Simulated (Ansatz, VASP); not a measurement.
# BC149 (amorphous carbon) in two plane-wave programs, part 2 of 2

Aim: how closely do two programs agree when they are given the same cell, functional and k mesh? Of the first pair: The structure shown is the start of the Ansatz relaxation below; VASP solves that cell, so the two are compared at the walk's first step.

VASP 6.6.1 and Ansatz 0.2.0.

So far. Step 4 (Side by side): The forces differ by 16 meV/Å r.m.s., which is 8.0 % of the r.m.s. force of 0.194 eV/Å (both taken over all components).

**5. Ansatz: relaxation, PBE**

Level of this step: Ansatz beside VASP: Kohn-Sham DFT, plane waves, PBE (Ansatz).

This run makes the geometry at which the two programs are then compared.

The structure compared here is the end of the Ansatz relaxation.

Input file input.yaml:

```yaml
crystal:
  lattice:
    - [10.0824, 0.0, 0.0]
    - [0.0, 10.0824, 0.0]
    - [0.0, 0.0, 10.0824]
  atoms:
    - { symbol: C, position: [0.18542, 0.25009, 0.68729] }
    - { symbol: C, position: [0.42123, 0.15941, 0.76588] }
[... 4 atom lines left out ...]
    - { symbol: C, position: [0.50309, 0.53867, 0.8941] }
[... 2 atom lines left out ...]
    - { symbol: C, position: [0.6407, 0.76542, 0.06538] }
    - { symbol: C, position: [0.8461, 0.50661, 0.39984] }
[... 1 atom line left out ...]
    - { symbol: C, position: [0.67573, 0.73482, 0.92202] }
[... 5 atom lines left out ...]
    - { symbol: C, position: [0.86965, 0.47675, 0.92767] }
[... 1 atom line left out ...]
    - { symbol: C, position: [0.61587, 0.35728, 2.0e-05] }
[... 1 atom line left out ...]
    - { symbol: C, position: [0.88355, 0.2737, 0.30055] }
    - { symbol: C, position: [0.82143, 0.27677, 0.15823] }
    - { symbol: B, position: [0.6734, 0.48497, 0.05108] }
[... 6 atom lines left out ...]
    - { symbol: C, position: [0.26557, 0.45673, 0.08008] }
    - { symbol: C, position: [0.82725, 0.44998, 0.07117] }
    - { symbol: C, position: [0.55782, 0.28772, 0.1137] }
    - { symbol: C, position: [0.54546, 0.40902, 0.36271] }
[... 3 atom lines left out ...]
    - { symbol: C, position: [0.20458, 0.93584, 0.82496] }
[... 1 atom line left out ...]
    - { symbol: C, position: [0.10733, 0.81069, 0.85117] }
    - { symbol: C, position: [0.7752, 0.25482, 0.82696] }
[... 1 atom line left out ...]
    - { symbol: C, position: [0.69834, 0.21481, 0.52338] }
[... 3 atom lines left out ...]
    - { symbol: C, position: [0.72529, 0.05114, 0.95052] }
    - { symbol: C, position: [0.82385, 0.34336, 0.73407] }
    - { symbol: C, position: [0.40325, 0.63276, 0.93267] }
[... 1 atom line left out ...]
    - { symbol: C, position: [0.29163, 0.20952, 0.8107] }
[... 3 atom lines left out ...]
    - { symbol: C, position: [0.95043, 0.61445, 0.61692] }
[... 1 atom line left out ...]
    - { symbol: C, position: [0.65256, 0.90997, 0.45217] }
[... 8 atom lines left out ...]
    - { symbol: C, position: [0.87107, 0.89876, 0.78995] }
[... 1 atom line left out ...]
    - { symbol: C, position: [0.00183, 0.08742, 0.72451] }
[... 1 atom line left out ...]
    - { symbol: C, position: [0.08481, 0.53982, 0.43109] }
[... 2 atom lines left out ...]
    - { symbol: C, position: [0.94345, 0.92656, 0.23372] }
[... 1 atom line left out ...]
    - { symbol: C, position: [0.46028, 0.9366, 0.00731] }
[... 3 atom lines left out ...]
    - { symbol: C, position: [0.42095, 0.08477, 0.33337] }
    - { symbol: C, position: [0.63071, 0.28348, 0.86876] }
[... 3 atom lines left out ...]
    - { symbol: C, position: [0.25933, 0.37673, 0.69571] }
[... 1 atom line left out ...]
    - { symbol: C, position: [0.61958, 0.17226, 0.62415] }
[... 7 atom lines left out ...]
    - { symbol: C, position: [0.18953, 0.55361, 0.52935] }
[... 2 atom lines left out ...]
    - { symbol: C, position: [0.15265, 0.55638, 0.07759] }
[... 10 atom lines left out ...]
    - { symbol: C, position: [0.1001, 0.56825, 0.93877] }
    - { symbol: C, position: [0.90663, 0.17627, 0.07593] }
[... 2 atom lines left out ...]
    - { symbol: C, position: [0.09788, 0.89833, 0.22865] }
    - { symbol: C, position: [0.75398, 0.49206, 0.71152] }
    - { symbol: C, position: [0.29243, 0.36712, 0.98646] }
[... 5 atom lines left out ...]
    - { symbol: C, position: [0.12373, 0.50926, 0.3076] }
[... 5 atom lines left out ...]
    - { symbol: C, position: [0.89005, 0.93166, 0.49745] }
[... 1 atom line left out ...]
    - { symbol: C, position: [0.90258, 0.77007, 0.24596] }
    - { symbol: C, position: [0.61242, 0.55051, 0.31024] }
[... 2 atom lines left out ...]
    - { symbol: C, position: [0.93513, 0.30185, 0.52529] }
[... 16 atom lines left out ...]
    - { symbol: C, position: [0.8613, 0.37149, 0.40921] }
kpoints:
  mp_grid: { grid: [1, 1, 1] }
hamiltonian:
  xc: pbe
scf:
  occupations: { method: gaussian, width: 0.05 }
output:
  forces: true
  eigenvalues: true
relax:
  f_tol: 0.05
  max_steps: 90
```

Run with:

```
ansatz run input.yaml --threads 4 --pin off --max-ram 8192MiB --backend cpu --events-out ev --progress --plain --runs-dir out
```

Numbers of over 12 decimals in the logs are rounded to 6 here.

Log:

```text
[...]
Crystal: 150 atoms, lattice volume = 1024.924 Å³
Basis set: ecut = 420 eV, 20005 PW (Γ), exchange–correlation on 144×144×144 points (8 copies of the dense FFT grid, shifted against one another)
Bands: 450, of which v1, the nominal top of the filled ones, is band 300 counted from 1 (299 counted from 0)
Symmetry: 1 space group operations
[...]
k-points: 1
[...]
- { symbol: C, position: [0.697303, 0.214370, 0.523015] }
    - { symbol: C, position: [0.468163, 0.176171, 0.040798] }
    - { symbol: C, position: [0.190681, 0.909899, 0.327630] }
    - { symbol: C, position: [0.935269, 0.033804, 0.852886] }
    - { symbol: C, position: [0.724963, 0.051494, 0.950555] }
    - { symbol: C, position: [0.823822, 0.343609, 0.734776] }
    - { symbol: C, position: [0.404801, 0.631972, 0.933977] }
[...]
- { symbol: C, position: [0.517205, 0.749247, 0.711928] }
    - { symbol: C, position: [0.322397, 0.361448, 0.841444] }
    - { symbol: C, position: [0.033897, 0.748487, 0.616156] }
    - { symbol: C, position: [0.858488, 0.371448, 0.407868] }
```

**6. VASP: single point, PBE, relaxed cell, pair 2**

The same cell, functional, mesh and smearing now go to VASP, with its own data sets.

Input file INCAR:

```
SYSTEM = BC149
PREC = Accurate
ENCUT = 520
EDIFF = 1E-06
NELM = 120
ISMEAR = 0
SIGMA = 0.05
LREAL = Auto
ALGO = Normal
GGA = PE
NBANDS = 404
LORBIT = 11
LWAVE = .FALSE.
LCHARG = .FALSE.
ISIF = 2
LASPH = .TRUE.
GGA_COMPAT = .FALSE.
```

Input file POSCAR:

```
BC149
1.0
   10.0824000000      0.0000000000      0.0000000000
    0.0000000000     10.0824000000      0.0000000000
    0.0000000000      0.0000000000     10.0824000000
C B
149 1
Direct
    0.1855200000      0.2501000000      0.6876900000
    0.4205800000      0.1582600000      0.7653500000
[... 4 atom lines left out ...]
    0.5077400000      0.5400100000      0.8967800000
[... 2 atom lines left out ...]
    0.6387500000      0.7669900000      0.0651900000
    0.8457400000      0.5078200000      0.3967600000
[... 1 atom line left out ...]
    0.6748700000      0.7373400000      0.9209400000
[... 5 atom lines left out ...]
    0.8702200000      0.4739500000      0.9284700000
[... 1 atom line left out ...]
    0.6059500000      0.3609300000      0.9932700000
[... 1 atom line left out ...]
    0.8839300000      0.2750400000      0.2986300000
    0.8239300000      0.2801400000      0.1533000000
    0.0105700000      0.4625300000      0.8677900000
[... 6 atom lines left out ...]
    0.8329700000      0.4430400000      0.0741800000
    0.5555800000      0.2872900000      0.1100400000
    0.5446600000      0.4092500000      0.3656200000
    0.5362600000      0.6794500000      0.1384400000
[... 3 atom lines left out ...]
    0.5253700000      0.1621600000      0.8868300000
[... 1 atom line left out ...]
    0.7751500000      0.2541700000      0.8271700000
    0.7679600000      0.5238400000      0.8552100000
[... 1 atom line left out ...]
    0.4681600000      0.1761700000      0.0408000000
[... 3 atom lines left out ...]
    0.8238200000      0.3436100000      0.7347800000
    0.4048000000      0.6319700000      0.9339800000
    0.7478100000      0.5889200000      0.3420000000
[... 1 atom line left out ...]
    0.5715100000      0.7965600000      0.8277500000
[... 3 atom lines left out ...]
    0.4147600000      0.7053800000      0.0499400000
[... 1 atom line left out ...]
    0.6805600000      0.2336600000      0.1760300000
[... 8 atom lines left out ...]
    0.9111200000      0.7572400000      0.9926700000
[... 1 atom line left out ...]
    0.8364800000      0.1421900000      0.9115400000
[... 1 atom line left out ...]
    0.6775300000      0.8841300000      0.1171100000
[... 2 atom lines left out ...]
    0.6194200000      0.4554400000      0.6749000000
[... 1 atom line left out ...]
    0.3272100000      0.4107000000      0.2094800000
[... 3 atom lines left out ...]
    0.6294300000      0.2805600000      0.8665900000
    0.9154400000      0.5432500000      0.1466100000
[... 3 atom lines left out ...]
    0.7798300000      0.7303500000      0.3330200000
[... 1 atom line left out ...]
    0.8198600000      0.7914900000      0.8964600000
[... 7 atom lines left out ...]
    0.5754800000      0.5289700000      0.1670100000
[... 2 atom lines left out ...]
    0.6583100000      0.1727500000      0.3065900000
[... 10 atom lines left out ...]
    0.9080600000      0.1748400000      0.0750700000
    0.5355300000      0.7054800000      0.2947100000
[... 2 atom lines left out ...]
    0.7541500000      0.4908600000      0.7125200000
    0.2917100000      0.3654400000      0.9873800000
    0.4853400000      0.4025900000      0.2099900000
[... 5 atom lines left out ...]
    0.5576000000      0.3511600000      0.7548300000
[... 5 atom lines left out ...]
    0.9050500000      0.6819100000      0.1217800000
[... 1 atom line left out ...]
    0.6090900000      0.5540700000      0.3147000000
    0.6543000000      0.5820300000      0.9210600000
[... 2 atom lines left out ...]
    0.4630400000      0.4188800000      0.8437500000
[... 16 atom lines left out ...]
    0.6749300000      0.4875200000      0.0526900000
```

Input file KPOINTS:

```
Automatic mesh
0
Gamma
1 1 1
0 0 0
```

The projector-augmented-wave data sets are C and B (PBE family, release 64).

Run with:

```
export OMP_NUM_THREADS=3
mpirun -np 1 vasp_gam
```

Log:

```text
[... set-up lines as in an earlier step ...]
 entering main loop
       N       E                     dE             d eps       ncg     rms          rms(c)
DAV:   1     0.407180988441E+04    0.40718E+04   -0.35763E+05   808   0.151E+03
DAV:   2    -0.922669265215E+03   -0.49945E+04   -0.46957E+04  1036   0.343E+02
DAV:   3    -0.131224702425E+04   -0.38958E+03   -0.38014E+03  1000   0.925E+01
DAV:   4    -0.132278108488E+04   -0.10534E+02   -0.10446E+02   968   0.162E+01
[...]
DAV:  18    -0.126612811697E+04    0.48569E-06   -0.92719E-05   984   0.108E-02    0.728E-03
DAV:  19    -0.126612811836E+04   -0.13879E-05   -0.95613E-06   936   0.499E-03    0.365E-03
DAV:  20    -0.126612811861E+04   -0.25248E-06   -0.42373E-06   544   0.220E-03
   1 F= -.12661281E+04 E0= -.12661140E+04  d E =-.282095E-01
```

Parts of OUTCAR (step 6):

```text
  FREE ENERGIE OF THE ION-ELECTRON SYSTEM (eV)
  ---------------------------------------------------
  free  energy   TOTEN  =     -1266.1281186114 eV

  energy  without entropy=    -1266.0999091133  energy(sigma->0) =    -1266.11401386
```

The run ends at a pressure of -4.50 GPa, with forces up to 0.056 eV/Å.

**7. Comparison**

At this near-relaxed geometry the largest component of a force difference is 49 meV/Å.

**8. Summary of results**

```json
{
  "r.m.s. force difference (single point, PBE, start cell, pair 1)": "16 meV/Å",
  "r.m.s. force difference (single point, PBE, relaxed cell, pair 2)": "15 meV/Å"
}
```

The r.m.s. force difference is 16 meV/Å (single point, PBE, start cell, pair 1), beyond the 12 meV/Å picked in this series as the mark of a large difference. What causes the difference of the single point, PBE, start cell, pair 1 pair stays open here. What causes the difference of the single point, PBE, relaxed cell, pair 2 pair stays open here. How closely two codes agree says nothing of how well the functional describes the real material.

[Lines on the potential files, build, host, timing and source positions are cut from VASP's logs without a mark.]

[Logs are printed without paths, hosts, clocks, repeated set-up lines and the standing remarks that a program may print on its own settings, such as how far it seeks lower states.]

[Hosts, paths, dates, database ids (printed as entryN), source tags and the programs' standing remarks are cut or masked in the printed files.]
